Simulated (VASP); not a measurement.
A convergence study with VASP on TiAl (L1_0): one setting is varied, all else stays as given below, so the limit is that of these other settings. Each run relaxes cell and ions from the cell shown. The basis is that of the starting cell, so low cut-offs carry a Pulay error.

```
AlTi
1.0
    2.83000     0.00000     0.00000
    0.00000     2.83000     0.00000
    0.00000     0.00000     4.07000
Ti Al
1 1
Direct
  0.00000   0.00000   0.00000
  0.50000   0.50000   0.50000
```

All values below come from PBE GGA, VASP's PBE PAW potentials (set 64) (plane waves; VASP 6.6.1). The tightest run used: 700 eV cut-off, 10×10×7 Γ-centred mesh, first-order Methfessel-Paxton smearing of 0.10 eV, potentials Ti_sv Al.

Question: The settings run are ENCUT = 200; ENCUT = 250; ENCUT = 300; ENCUT = 350; ENCUT = 400; ENCUT = 450; ENCUT = 500; ENCUT = 550; ENCUT = 600; ENCUT = 650; ENCUT = 700. From which on does the relaxed volume stay within 0.02 Å³/atom of the tightest run?

Answer: From ENCUT = 450 on: it is off by 0.018 there and by no more than 0.02 in any finer run, while ENCUT = 400 is off by 0.045.
```json
[
 {"setting": "ENCUT = 200", "relaxed volume (Å³/atom)": "14.636", "E (eV/atom)": "-6.2432", "plane waves": "221", "difference judged (Å³/atom)": "1.597"},
 {"setting": "ENCUT = 250", "relaxed volume (Å³/atom)": "15.990", "E (eV/atom)": "-6.1867", "plane waves": "301", "difference judged (Å³/atom)": "0.243"},
 {"setting": "ENCUT = 300", "relaxed volume (Å³/atom)": "16.214", "E (eV/atom)": "-6.1868", "plane waves": "400", "difference judged (Å³/atom)": "0.019"},
 {"setting": "ENCUT = 350", "relaxed volume (Å³/atom)": "16.182", "E (eV/atom)": "-6.1889", "plane waves": "498", "difference judged (Å³/atom)": "0.051"},
 {"setting": "ENCUT = 400", "relaxed volume (Å³/atom)": "16.188", "E (eV/atom)": "-6.1927", "plane waves": "610", "difference judged (Å³/atom)": "0.045"},
 {"setting": "ENCUT = 450", "relaxed volume (Å³/atom)": "16.215", "E (eV/atom)": "-6.1943", "plane waves": "720", "difference judged (Å³/atom)": "0.018"},
 {"setting": "ENCUT = 500", "relaxed volume (Å³/atom)": "16.231", "E (eV/atom)": "-6.1949", "plane waves": "856", "difference judged (Å³/atom)": "0.002"},
 {"setting": "ENCUT = 550", "relaxed volume (Å³/atom)": "16.234", "E (eV/atom)": "-6.1949", "plane waves": "970", "difference judged (Å³/atom)": "0.000"},
 {"setting": "ENCUT = 600", "relaxed volume (Å³/atom)": "16.232", "E (eV/atom)": "-6.1950", "plane waves": "1104", "difference judged (Å³/atom)": "0.001"},
 {"setting": "ENCUT = 650", "relaxed volume (Å³/atom)": "16.232", "E (eV/atom)": "-6.1951", "plane waves": "1256", "difference judged (Å³/atom)": "0.001"},
 {"setting": "ENCUT = 700", "relaxed volume (Å³/atom)": "16.233", "E (eV/atom)": "-6.1952", "plane waves": "1396", "difference judged (Å³/atom)": "0.000"}
]
```

Left out are rungs that failed or repeat a setting and relaxations that didn't move; long series are thinned to 24 rows.

The compound is TiAl in the L1_0 structure. The electron count is odd and the run is not spin-polarised, which forces a metal.
